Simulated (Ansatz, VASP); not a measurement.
## TaN: VASP beside Ansatz

One calculation is typed for both programs; each brings its own data sets. How far apart do they land? The cell is taken from a series of runs on this material, whose earlier steps may have relaxed, scaled, displaced or heated it; both programs get it as it stands.

Program: Ansatz 0.2.0. Level of theory: plane waves, with VASP 6.6.1 beside it; LDA. Results are calculated unless marked as measured.

### 1. Starting point

It takes space group Fm-3m (No. 225, cubic). The conventional cell has a = 4.198 Å, b = 4.198 Å, c = 4.198 Å, α = 90.00°, β = 90.00°, γ = 90.00°. N has 6 Ta at 2.10 Å nearest. Nearest to Ta lie 6 N at 2.10 Å. Farther neighbours and most contacts between anions are not listed.

### 2. VASP: zone-centre phonons, LDA, pair 1

Second derivatives magnify differences that forces hide, and they need a tight electronic threshold.

Lines of VASP's logs that name or quote its potential files are left out, and so is its time.

INCAR

```
SYSTEM = TaN
PREC = Accurate
ENCUT = 600
EDIFF = 1E-08
NELM = 120
ISMEAR = 1
SIGMA = 0.2
LREAL = .FALSE.
ALGO = Normal
GGA = PW92
NBANDS = 14
LASPH = .TRUE.
LORBIT = 11
LWAVE = .FALSE.
LCHARG = .FALSE.
ISIF = 2
IBRION = 8
GGA_COMPAT = .FALSE.
KPAR = 2
```

POSCAR

```
TaN
1.0
    0.0000000000      2.0987886701      2.0987886701
    2.0987886701      0.0000000000      2.0987886701
    2.0987886701      2.0987886701      0.0000000000
N Ta
1 1
Direct
    0.0000000000      0.0000000000      0.0000000000
    0.5000000000      0.5000000000      0.5000000000
```

KPOINTS

```
Automatic mesh
0
Gamma
16 16 16
0 0 0
```

PAW data sets: N and Ta_pv (LDA family, release 64).

Started as:

```bash
> mpirun -np 2 vasp_std
```

Numbers of over 12 decimals in the logs are rounded to 6 here.

Log:

```text
[banner, memory and clock lines left out]
running    2 mpi-ranks, on    1 nodes
 distrk:  each k-point on    1 cores,    2 groups
 distr:  one band on    1 cores,    1 groups

 POSCAR found type information on POSCAR N Ta
 POSCAR found :  2 types and       2 ions
|                                                                             |
|               ----> ADVICE to this user running VASP <----                  |
|                                                                             |
|     You enforced a specific xc type in the INCAR file but a different       |
|     [... a line on the potential file left out ...]
|     I HOPE YOU KNOW WHAT YOU ARE DOING!                                     |
|                                                                             |

 LDA part: xc-table for (Slater(with rela. corr.)+PW92), standard interpolation
 POSCAR, INCAR and KPOINTS ok, starting setup
 FFT: planning ... GRIDC
 FFT: planning ... GRID_SOFT
 FFT: planning ... GRID
 WAVECAR not read
 entering main loop
       N       E                     dE             d eps       ncg     rms          rms(c)
DAV:   1     0.971866912119E+02    0.97187E+02   -0.98848E+03  4060   0.138E+03
DAV:   2    -0.238817986372E+02   -0.12107E+03   -0.11446E+03  5050   0.337E+02
DAV:   3    -0.269250751034E+02   -0.30433E+01   -0.30058E+01  4534   0.481E+01
DAV:   4    -0.269388237241E+02   -0.13749E-01   -0.13746E-01  5006   0.336E+00
DAV:   5    -0.269389081667E+02   -0.84443E-04   -0.84442E-04  4564   0.239E-01    0.320E+01
DAV:   6    -0.239316353405E+02    0.30073E+01   -0.61537E+00  4624   0.293E+01    0.138E+01
DAV:   7    -0.238671220485E+02    0.64513E-01   -0.41809E-01  5044   0.552E+00    0.889E+00
DAV:   8    -0.238343640377E+02    0.32758E-01   -0.10686E-01  5176   0.268E+00    0.159E+00
DAV:   9    -0.238296269059E+02    0.47371E-02   -0.13267E-02  4534   0.934E-01    0.265E-01
DAV:  10    -0.238295390656E+02    0.87840E-04   -0.78875E-04  5032   0.354E-01    0.125E-01
DAV:  11    -0.238294783785E+02    0.60687E-04   -0.16207E-04  4402   0.128E-01    0.279E-02
DAV:  12    -0.238294766907E+02    0.16878E-05   -0.82132E-06  4816   0.267E-02    0.313E-03
DAV:  13    -0.238294766879E+02    0.27230E-08   -0.22967E-07  4870   0.424E-03    0.391E-03
DAV:  14    -0.238294766717E+02    0.16212E-07   -0.48302E-08  4804   0.198E-03    0.313E-04
DAV:  15    -0.238294766709E+02    0.78580E-09   -0.79978E-10  2348   0.319E-04
   1 F= -.23829477E+02 E0= -.23828762E+02  d E =-.214479E-02
 Linear response reoptimize wavefunctions to high precision
DAV:   1    -0.238294766709E+02    0.54115E-10   -0.51776E-11  2402   0.850E-05
 Linear response DOF=           2
 Linear response progress:
  Degree of freedom:   1/  2
       N       E                     dE             d eps       ncg     rms          rms(c)
RMM:   1    -0.235413228162E+00   -0.23541E+00    0.16225E-01 20773   0.312E+00
RMM:   2    -0.231476880816E+00    0.39363E-02   -0.44677E-03 16699   0.523E-01    0.183E-01
RMM:   3    -0.232366113871E+00   -0.88923E-03   -0.10980E-03 14956   0.213E-01    0.906E-02
RMM:   4    -0.233928539924E+00   -0.15624E-02   -0.58873E-04 15161   0.149E-01    0.228E-02
RMM:   5    -0.234042446530E+00   -0.11391E-03   -0.19305E-05 17568   0.337E-02    0.414E-03
RMM:   6    -0.234065481808E+00   -0.23035E-04   -0.17046E-06 17450   0.773E-03    0.797E-04
RMM:   7    -0.234052748924E+00    0.12733E-04   -0.13521E-07 16680   0.197E-03    0.300E-04
RMM:   8    -0.234054748035E+00   -0.19991E-05   -0.27204E-08 18249   0.642E-04    0.837E-05
RMM:   9    -0.234054178917E+00    0.56912E-06   -0.20083E-08 17548   0.222E-04    0.134E-05
RMM:  10    -0.234054023656E+00    0.15526E-06    0.28840E-09 19012   0.646E-05    0.529E-06
RMM:  11    -0.234054057342E+00   -0.33686E-07   -0.41176E-09 17469   0.175E-05    0.148E-06
RMM:  12    -0.234054069896E+00   -0.12554E-07    0.28557E-09 16261   0.559E-06    0.645E-07
RMM:  13    -0.234054065084E+00    0.48114E-08    0.37366E-10  9990   0.208E-06    0.995E-08
 first order change of Fermi-energy  -0.71485E-04
 force on displaced ion       1 direction 1 : -14.971   0.000   0.000
 Linear response progress:
  Degree of freedom:   2/  2
       N       E                     dE             d eps       ncg     rms          rms(c)
RMM:   1    -0.130057398814E+00   -0.13006E+00    0.11220E+01 10306   0.235E+01
RMM:   2    -0.158769230379E+00   -0.28712E-01   -0.24985E-02 15236   0.141E+00    0.116E-01
RMM:   3    -0.158161325953E+00    0.60790E-03   -0.20056E-03 17494   0.313E-01    0.534E-02
RMM:   4    -0.157741894331E+00    0.41943E-03   -0.16286E-04 18720   0.849E-02    0.188E-02
RMM:   5    -0.157576351989E+00    0.16554E-03   -0.17038E-05 18929   0.250E-02    0.521E-03
RMM:   6    -0.157557928216E+00    0.18424E-04   -0.24553E-06 17826   0.885E-03    0.891E-04
RMM:   7    -0.157557390274E+00    0.53794E-06   -0.78202E-07 18644   0.253E-03    0.203E-04
RMM:   8    -0.157559258827E+00   -0.18686E-05   -0.43911E-07 20016   0.820E-04    0.106E-04
RMM:   9    -0.157559665011E+00   -0.40618E-06   -0.36719E-07 18255   0.353E-04    0.247E-05
RMM:  10    -0.157559838033E+00   -0.17302E-06   -0.15465E-07 19891   0.147E-04    0.103E-05
RMM:  11    -0.157559970689E+00   -0.13266E-06   -0.81151E-08 18752   0.707E-05    0.348E-06
RMM:  12    -0.157559925999E+00    0.44690E-07   -0.46583E-08 19649   0.328E-05    0.975E-07
RMM:  13    -0.157559927157E+00   -0.11574E-08   -0.30307E-08 14049   0.161E-05    0.123E-06
 first order change of Fermi-energy   0.22318E-03
 force on displaced ion       2 direction 1 : -14.972   0.000   0.000
 Linear response finished
```

OUTCAR, selected parts (step 2):

```text
ion  position               nearest neighbor table
   1  0.000  0.000  0.000-   2 2.10   2 2.10   2 2.10   2 2.10   2 2.10   2 2.10
   2  0.500  0.500  0.500-   1 2.10   1 2.10   1 2.10   1 2.10   1 2.10   1 2.10

  LATTYP: Found a face centered cubic cell.
 ALAT       =     4.1975773402

 Subroutine GETGRP returns: Found 48 space group operations
 (whereof 48 operations were pure point group operations)

The static configuration has the point symmetry O_h .

 Found    145 irreducible k-points:

   k-points           NKPTS =    145   k-points in BZ     NKDIM =    145   number of bands    NBANDS=     14

   dimension x,y,z NGX =    24 NGY =   24 NGZ =   24
   dimension x,y,z NGXF=    48 NGYF=   48 NGZF=   48

   ENCUT  =  600.0 eV  44.10 Ry    6.64 a.u.   5.93  5.93  5.93*2*pi/ulx,y,z

   NELECT =      16.0000    total number of electrons

 k-points in reciprocal lattice and weights: Automatic mesh
   0.00000000  0.00000000  0.00000000       0.000
   0.06250000  0.00000000  0.00000000       0.002
   0.12500000  0.00000000  0.00000000       0.002
   0.18750000  0.00000000  0.00000000       0.002
   0.25000000  0.00000000  0.00000000       0.002
   0.31250000  0.00000000  0.00000000       0.002
   0.37500000  0.00000000  0.00000000       0.002
   0.43750000  0.00000000  0.00000000       0.002
   0.50000000  0.00000000  0.00000000       0.001
[...]
-0.31250000  0.50000000  0.18750000       0.003
  -0.25000000  0.50000000  0.25000000       0.001

 average (electrostatic) potential at core
       1 -59.5937       2 -33.2570

  Total        6.0946720      6.0946720      6.0946720      0.0000000     -0.0000000      0.0000000
  in kB      528.1104884    528.1104884    528.1104884      0.0000000     -0.0000000      0.0000000
  external PRESSURE =     528.1104884 kB  Pullay stress =       0.0000000 kB

  energy-cutoff  :      600.00
  volume of cell :       18.49
      direct lattice vectors                 reciprocal lattice vectors
     0.000000000  2.098788670  2.098788670    -0.238232656  0.238232656  0.238232656
     2.098788670  0.000000000  2.098788670     0.238232656 -0.238232656  0.238232656
     2.098788670  2.098788670  0.000000000     0.238232656  0.238232656 -0.238232656

 POSITION                                       TOTAL-FORCE (eV/Angst)
 -----------------------------------------------------------------------------------
      0.00000      0.00000      0.00000         0.000000      0.000000      0.000000
      2.09879      2.09879      2.09879         0.000000      0.000000      0.000000
 -----------------------------------------------------------------------------------
    total drift:                                0.000000     -0.000000     -0.000000

 Eigenvectors and eigenvalues of the dynamical matrix
 ----------------------------------------------------

   1 f  =   16.779400 THz   105.428080 2PiTHz  559.700543 cm-1    69.393992 meV
             X         Y         Z           dx          dy          dz
      0.000000  0.000000  0.000000    -0.000000   -0.000000    0.963418
      2.098789  2.098789  2.098789    -0.000000   -0.000000   -0.268002

   2 f  =   16.779400 THz   105.428080 2PiTHz  559.700543 cm-1    69.393992 meV
             X         Y         Z           dx          dy          dz
      0.000000  0.000000  0.000000     0.000000   -0.963418   -0.000000
      2.098789  2.098789  2.098789     0.000000    0.268002    0.000000

   3 f  =   16.779400 THz   105.428080 2PiTHz  559.700543 cm-1    69.393992 meV
             X         Y         Z           dx          dy          dz
      0.000000  0.000000  0.000000     0.963418    0.000000    0.000000
      2.098789  2.098789  2.098789    -0.268002    0.000000    0.000000

   4 f/i=    0.000203 THz     0.001274 2PiTHz    0.006765 cm-1     0.000839 meV
             X         Y         Z           dx          dy          dz
      0.000000  0.000000  0.000000     0.007357   -0.036120    0.265455
      2.098789  2.098789  2.098789     0.026446   -0.129844    0.954262

   5 f/i=    0.000203 THz     0.001274 2PiTHz    0.006765 cm-1     0.000839 meV
             X         Y         Z           dx          dy          dz
      0.000000  0.000000  0.000000     0.084138   -0.251807   -0.036594
      2.098789  2.098789  2.098789     0.302460   -0.905200   -0.131550

   6 f/i=    0.000203 THz     0.001274 2PiTHz    0.006765 cm-1     0.000839 meV
             X         Y         Z           dx          dy          dz
      0.000000  0.000000  0.000000    -0.254346   -0.084343   -0.004427
      2.098789  2.098789  2.098789    -0.914327   -0.303196   -0.015916

 ELASTIC MODULI CONTR FROM IONIC RELAXATION (kBar)
 Direction    XX          YY          ZZ          XY          YZ          ZX
 --------------------------------------------------------------------------------
 XX           0.0000      0.0000      0.0000      0.0000      0.0000      0.0000
 YY           0.0000      0.0000      0.0000      0.0000      0.0000      0.0000
 ZZ           0.0000      0.0000      0.0000      0.0000      0.0000      0.0000
 XY           0.0000      0.0000      0.0000      0.0000      0.0000      0.0000
 YZ           0.0000      0.0000      0.0000      0.0000      0.0000      0.0000
 ZX           0.0000      0.0000      0.0000      0.0000      0.0000      0.0000
 --------------------------------------------------------------------------------
```

### 3. Ansatz: zone-centre phonons, LDA, pair 1

Ansatz runs on its PAW soft_1 files.

The same cell, functional (in two slightly different forms), mesh and smearing now go to Ansatz, which takes its cutoff from its data sets.

input.yaml

```yaml
crystal:
  lattice:
    - [0.0, 2.0987886701, 2.0987886701]
    - [2.0987886701, 0.0, 2.0987886701]
    - [2.0987886701, 2.0987886701, 0.0]
  atoms:
    - { symbol: "N", position: [0.0, 0.0, 0.0] }
    - { symbol: Ta, position: [0.5, 0.5, 0.5] }
kpoints:
  mp_grid: { grid: [16, 16, 16] }
hamiltonian:
  xc: lda
  pseudopotentials: { kind: paw, azcp: { folder: soft_1 }, xc_functional: pbe }
scf:
  occupations: { method: methfessel_paxton, width: 0.2 }
output:
  eigenvalues: true
phonons:
  method: dfpt
```

Started as:

```bash
> ansatz run input.yaml --threads 4 --pin off --max-ram 10240MiB --backend cpu --events-out ev --progress --plain --runs-dir out
```

Log:

```text
Engine: ansatz 0.2.0, x86_64-unknown-linux-gnu
Pseudopotentials: kind: paw
Pseudopotential: N, paw, valence charge 5, recommended cutoff 420 eV (normal), soft_1/N.paw.azcp
Pseudopotential: Ta, paw, valence charge 13, recommended cutoff 420 eV (normal), soft_1/Ta.paw.azcp
Functional definition: SPW92
  exchange = slater_x
  correlation = pw_c
Crystal: 2 atoms, lattice volume = 18.490 Å³
Basis set: ecut = 420 eV, 339 PW (Γ), exchange–correlation on 40×40×40 points (8 copies of the dense FFT grid, shifted against one another)
Bands: 13, of which v1, the nominal top of the filled ones, is band 9 counted from 1 (8 counted from 0)
Symmetry: 48 space group operations
k-points: 349 of 4096 (irreducible under 8 space group operations, time reversal used)
Non-local potential: N, projectors of the file, l = 0: 2, l = 1: 2, l = 2: 1
Non-local potential: Ta, projectors of the file, l = 0: 3, l = 1: 2, l = 2: 2, l = 3: 1
PAW form: soft (Blöchl's): semilocal exchange-correlation on the pseudo side does not see the compensation charge
PAW frozen core: N, regenerated for the run's functional, and the local potential with it (the file was generated under x = pbe(κ = 0.804, μ = 0.219515), c = pbe(β = 0.066725))
PAW frozen core: Ta, regenerated for the run's functional, and the local potential with it (the file was generated under x = pbe(κ = 0.804, μ = 0.219515), c = pbe(β = 0.066725))
PAW one-centre angular grid: N, 110 points (default); XC on 64 Gauss nodes
PAW one-centre angular grid: Ta, 590 points (default); XC on 64 Gauss nodes
Initial density: superposition of atomic densities (chi_scale 0.1, normalization cell, long waves kept (reshape's long-wave potential 0.00 eV rms))
Initial wavefunctions: pseudopotential atomic-orbital guess
Functional: x = slater, c = lda
SCF iter   1: F=—  HF=-10059.389551 eV  |F-HF|=—  |Δ(HF+E_count)|=         —  Δρ=6.68e-2  dr2=8.45e-1  ethr=3.10e-3  ⟨swp⟩=5.0  Hψ=48004  notcnv=0  defer=5
automatic band count: the SCF goes on with 17 bands, as 13 were too few: the levels above may hold too much charge
preconditioner: auto → none  [metal: Δε(μ)=0.008 eV  Ē_g=17.680 eV  σ=0.200 eV  W_gap=0.03  n_scr=8 (ndim 8)  ℏωp=27.3 eV  f_vac=0.000  D(μ)=0.81/eV (n_scr^D=8)  sad-step TF]
SCF iter   2: F=—  HF=-10059.291310 eV  |F-HF|=—  |Δ(HF+E_count)|=   9.82e-2  S|Δr|=    0.00e0  Δρ=4.59e-2  dr2=4.31e-1  ethr=3.10e-3  ⟨swp⟩=1.0  Hψ=8729  notcnv=0  defer=30
SCF iter   3: F=—  HF=-10059.176873 eV  |F-HF|=—  |Δ(HF+E_count)|=   1.14e-1  S|Δr|=    0.00e0  Δρ=3.47e-3  dr2=7.14e-4  ethr=2.39e-3  ⟨swp⟩=2.4  Hψ=8214  notcnv=0  defer=30
SCF iter   4: F=—  HF=-10059.176931 eV  |F-HF|=—  |Δ(HF+E_count)|=   5.73e-5  S|Δr|=    0.00e0  Δρ=7.16e-4  dr2=1.13e-4  ethr=3.97e-6  ⟨swp⟩=2.6  Hψ=11418  notcnv=0  defer=611
SCF iter   5: F=—  HF=-10059.176899 eV  |F-HF|=—  |Δ(HF+E_count)|=   3.11e-5  S|Δr|=    0.00e0  Δρ=7.82e-5  dr2=9.10e-7  ethr=6.27e-7  ⟨swp⟩=2.7  Hψ=7883  notcnv=0  defer=611
SCF iter   6: F=—  HF=-10059.176899 eV  |F-HF|=—  |Δ(HF+E_count)|=   5.68e-7  S|Δr|=    0.00e0  Δρ=8.01e-6  dr2=8.29e-9  ethr=5.06e-9  ⟨swp⟩=2.3  Hψ=7265  notcnv=0  defer=699
SCF iter   7: F=—  HF=-10059.176899 eV  |F-HF|=—  |Δ(HF+E_count)|=   1.81e-9  S|Δr|=    0.00e0  Δρ=8.34e-7  dr2=5.59e-11  ethr=4.61e-11  ⟨swp⟩=2.1  Hψ=7365  notcnv=0  defer=699
SCF iter   8: F=-10059.176899 eV  HF=-10059.176899 eV  |F-HF|=3.64e-12  |Δ(HF+E_count)|=  1.27e-11  S|Δr|=    0.00e0  Δρ=6.69e-8  dr2=2.61e-13  ethr=1.00e-12  ⟨swp⟩=9.6  Hψ=26697  notcnv=0
SCF 1 converged in 8 iterations: F = -10059.176899 eV  dr2 = 2.61e-13
  greatest PAW one-centre occupation: 0.999 electrons in one spin orbital (limit 2), on the Ta atom at site 1 (counted from 0), in its partial waves of l = 0
DFPT response loops at Γ: preconditioner auto → Kerker (q_TF=auto, 2.716 Å⁻¹) (partly filled bands, converged f_vac=0.000); β = 1.00, the filter's whole step (`scf.mixing.beta` (0.50) is not read by the response loops under this deck's `scf.mixing.preconditioner`; to damp them name `kerker` or `kerker_dos`, under which they read `scf.mixing.beta`, and type it under 1.00, their step now; both keys bind the ground state too); Broyden in place of MSR1
SCF converged after 8 iterations
Stability not checked: this state was not tested for a lower state beside it, because cold or Methfessel-Paxton smearing, or corrected tetrahedra, fill the levels in a way that the test cannot read (fill_not_monotonic; see scf.lower_state_search)
Free energy (F): -10059.176899 eV
Harris-Foulkes:  -10059.176899 eV  (|F-HF|=3.64e-12)
Internal energy: -10059.174706 eV  (E = F + TS)
E sigma→0 (E₀):  -10059.176351 eV
Entropy (-TS):   -0.002193 eV (-1.097 meV/atom)
Fermi energy:    24.620302 eV
--- Per-component energies (eV) ---
  E_band       = 4.123524
  E_kinetic    = 537.112645
  E_local      = -479.127620  (includes V_loc(G=0)·N_el)
  E_nonlocal   = 31.389643
  E_hartree    = 180.184415
  E_xc         = -382.543545
  E_vxc        = -315.646035  (∫ρ·V_xc dr)
  E_paw        = -8177.904692  (= ΣΔE_a)
  E_vpaw       = -129.974892  (= ΣTr[D̂ρ^β])
  E_aug_tail   = 0.000959  (compensation charges beyond the density's cutoff)
  E_ewald      = -1768.625554
  E_core_change = 0.339041  (= ΣΔE_core)
  E_smearing   = -0.002193  (= −TS)
  E_closure    = 0.000000  (closes the sum)
  Σ components = -10059.176899   (vs F -10059.176899, Δ=0.00e0)
--- Band table (eV; the first three rows and the last of 349) ---
  k-point 0: bands = [... 5 lower, 20.4501, 20.4501, 20.4501, 22.0955, 22.0955, 22.0955, 24.6928, 24.6928, ... 4 higher]
  k-point 1: bands = [... 5 lower, 19.8817, 20.0279, 20.0279, 22.2873, 22.2873, 22.3930, 25.1735, 25.1735, ... 4 higher]
  k-point 2: bands = [... 5 lower, 18.7597, 19.1809, 19.1809, 22.7225, 22.7225, 22.8305, 26.3231, 26.3231, ... 4 higher]
  k-point 348: bands = [... 5 lower, 16.3000, 17.4193, 17.4193, 24.4040, 24.4040, 29.0700, 30.0720, 30.2504, ... 4 higher]
--- Phonons (Γ-DFPT): 2 representative perturbations + reference, on 349 of 4096 k-points (Σ response iterations 6) ---
  k mesh reduced under 8 symmetry operations, with k and −k counted as one. Each operation leaves every solved perturbation unchanged. A smaller set is not used because it would not reduce the number of displacements times k-points to solve
  ASR residual: 2.486e-5 → 0.000e0 eV/Å²; symmetrization residual: 4.030e-7 eV/Å²
  ASR residual per site (eV/Å²): 1.55e-5 2.49e-5
  Γ frequencies (cm⁻¹): 0.00 0.00 0.00 556.79 556.79 556.79
  non-analytic LO–TO correction: not included (Born effective charges unavailable; polar crystals: no LO–TO splitting at Γ)
```

In the SCF lines HF is the Harris–Foulkes energy and dr2 the Hartree energy of the density residual, in eV; the loop may stop once dr2 is under the threshold and the program's other checks hold. Hψ counts applications of the Hamiltonian.

### 4. Side by side

Known differences besides the potentials themselves: the data sets hold 18 valence electrons in Ansatz (on its PAW soft_1 files) and 16 in VASP; the cutoff is 420 eV in Ansatz and 600 eV in VASP; VASP's log shows a relativistic correction to its local exchange, Ansatz's none. Total energies have different zeros and are not compared.

The two programs side by side:

| quantity | Ansatz | VASP | difference |
| --- | --- | --- | --- |
| optical mode 1 to 3 (cm⁻¹) | 556.8 | 559.7 | -0.52 % |

Modes are paired by rising frequency, not by their patterns, so a pair may set unlike modes beside each other; they are those without the splitting of longitudinal modes.

(Part 1 of 2 ends here.)

[Lines on the potential files, build, host, timing and source positions are cut from VASP's logs without a mark.]

[Logs are printed without paths, hosts, clocks, repeated set-up lines and the standing remarks that a program may print on its own settings, such as how far it seeks lower states.]

[Hosts, paths, dates, database ids (printed as entryN), source tags and the programs' standing remarks are cut or masked in the printed files.]
